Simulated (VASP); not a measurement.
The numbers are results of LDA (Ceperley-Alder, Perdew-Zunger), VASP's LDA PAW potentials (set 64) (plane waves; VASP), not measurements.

The input files of a VASP run:

POSCAR:
```
Os
1
    1.3598538495    -2.3553356098    -0.0000000000
    1.3598538495     2.3553356098     0.0000000000
    0.0000000000    -0.0000000000     4.2871411789
Os
2
Direct
  0.3333330000   0.6666670000   0.2500000000
  0.6666670000   0.3333330000   0.7500000000
```

### KPOINTS
```
Automatic mesh
0
Gamma
15 15 9
0 0 0
```

INCAR:
```
ALGO  =  Normal
EDIFF  =  1E-6
EDIFFG  =  -0.02
ENCUT  =  500
IBRION  =  2
ISIF  =  3
ISMEAR  =  1
LASPH  =  .True.
LCHARG  =  .False.
LMAXMIX  =  6
LREAL  =  .False.
LWAVE  =  .False.
NELM  =  100
NSW  =  40
PREC  =  Accurate
SIGMA  =  0.1
SYSTEM  =  Os
```

POTCAR, in this order: Os (LDA.64 set). Program: vasp_std.

What VASP printed:

**OSZICAR**
```
       N       E                     dE             d eps       ncg     rms          rms(c)
DAV:   1     0.962930826003E+02    0.96293E+02   -0.76121E+03  3240   0.124E+03
DAV:   2    -0.202473145969E+02   -0.11654E+03   -0.10542E+03  3456   0.384E+02
DAV:   3    -0.267440326847E+02   -0.64967E+01   -0.60028E+01  3888   0.751E+01
DAV:   4    -0.268980742295E+02   -0.15404E+00   -0.15240E+00  3460   0.115E+01
DAV:   5    -0.268997883567E+02   -0.17141E-02   -0.17127E-02  3784   0.988E-01    0.343E+01
DAV:   6    -0.256599673891E+02    0.12398E+01   -0.13915E+00  3496   0.111E+01    0.153E+01
DAV:   7    -0.253210399271E+02    0.33893E+00   -0.85225E-01  3668   0.848E+00    0.840E-01
DAV:   8    -0.253119948963E+02    0.90450E-02   -0.82103E-03  3308   0.752E-01    0.265E-01
DAV:   9    -0.253106276128E+02    0.13673E-02   -0.11968E-03  3516   0.403E-01    0.563E-02
DAV:  10    -0.253106412599E+02   -0.13647E-04   -0.19910E-05  3736   0.374E-02    0.114E-02
DAV:  11    -0.253106323599E+02    0.89001E-05   -0.28566E-06  3192   0.214E-02    0.113E-03
DAV:  12    -0.253106323152E+02    0.44693E-07   -0.80138E-08  1708   0.280E-03
   1 F= -.25310632E+02 E0= -.25311003E+02  d E =-.253106E+02
       N       E                     dE             d eps       ncg     rms          rms(c)
DAV:   1    -0.253127387707E+02   -0.21064E-02   -0.21228E-01  3300   0.406E+00    0.321E-01
DAV:   2    -0.253105738741E+02    0.21649E-02   -0.24886E-03  3860   0.652E-01    0.156E-01
DAV:   3    -0.253099319435E+02    0.64193E-03   -0.13007E-03  3528   0.308E-01    0.392E-02
DAV:   4    -0.253099345479E+02   -0.26043E-05   -0.65153E-05  3344   0.100E-01    0.171E-02
DAV:   5    -0.253099325138E+02    0.20340E-05   -0.39119E-06  3356   0.164E-02    0.253E-03
DAV:   6    -0.253099324842E+02    0.29639E-07   -0.12662E-07  1656   0.464E-03
   2 F= -.25309932E+02 E0= -.25310178E+02  d E =0.699831E-03
       N       E                     dE             d eps       ncg     rms          rms(c)
DAV:   1    -0.253121045310E+02   -0.21720E-02   -0.89777E-02  3308   0.264E+00    0.212E-01
DAV:   2    -0.253111954302E+02    0.90910E-03   -0.10458E-03  3832   0.423E-01    0.102E-01
DAV:   3    -0.253109240543E+02    0.27138E-03   -0.55465E-04  3544   0.202E-01    0.261E-02
DAV:   4    -0.253109251965E+02   -0.11422E-05   -0.27533E-05  3328   0.648E-02    0.113E-02
DAV:   5    -0.253109243575E+02    0.83897E-06   -0.16435E-06  2092   0.108E-02
   3 F= -.25310924E+02 E0= -.25311266E+02  d E =-.292042E-03
```

OUTCAR:
```
------------------------ aborting loop because EDIFF is reached ----------------------------------------
  FORCE on cell =-STRESS in cart. coord.  units (eV):
  Direction    XX          YY          ZZ          XY          YZ          ZX
  --------------------------------------------------------------------------------------
  Total        0.0103154      0.0103154      0.0167239      0.0000000      0.0000000      0.0000000
  in kB        0.6021503      0.6021501      0.9762344      0.0000000      0.0000000      0.0000000
  external PRESSURE =       0.7268449 kB  Pullay stress =       0.0000000 kB
  volume of cell :       27.45
      direct lattice vectors                 reciprocal lattice vectors
     1.358373979 -2.352772400  0.000000000     0.368087145 -0.212515244 -0.000000000
     1.358373979  2.352772400 -0.000000000     0.368087145  0.212515244  0.000000000
     0.000000000 -0.000000000  4.294014929     0.000000000  0.000000000  0.232882283
 POSITION                                       TOTAL-FORCE (eV/Angst)
 -----------------------------------------------------------------------------------
      1.35837      0.78426      1.07350        -0.000000      0.000000      0.000000
      1.35837     -0.78426      3.22051         0.000000     -0.000000      0.000000
 -----------------------------------------------------------------------------------
    total drift:                               -0.000000      0.000022     -0.000020
  FREE ENERGIE OF THE ION-ELECTRON SYSTEM (eV)
  ---------------------------------------------------
  free  energy   TOTEN  =       -25.3109243575 eV

  energy  without entropy=      -25.3119496911  energy(sigma->0) =      -25.31126614

 reached required accuracy - stopping structural energy minimisation
```
(Selected blocks of OUTCAR.)

CONTCAR:
```
Os
   1.00000000000000
     1.3583739788698754   -2.3527723998174483    0.0000000000000000
     1.3583739788698754    2.3527723998174483   -0.0000000000000000
     0.0000000000000000   -0.0000000000000000    4.2940149285237945
  Os
     2
Direct
     0.3333330000000032    0.6666669999999968    0.2500000000000000
     0.6666669999999968    0.3333330000000032    0.7500000000000000
```

The compound is Os in the hcp structure. This run relaxes it. Symmetry was kept, so distortions that lower it aren't found.
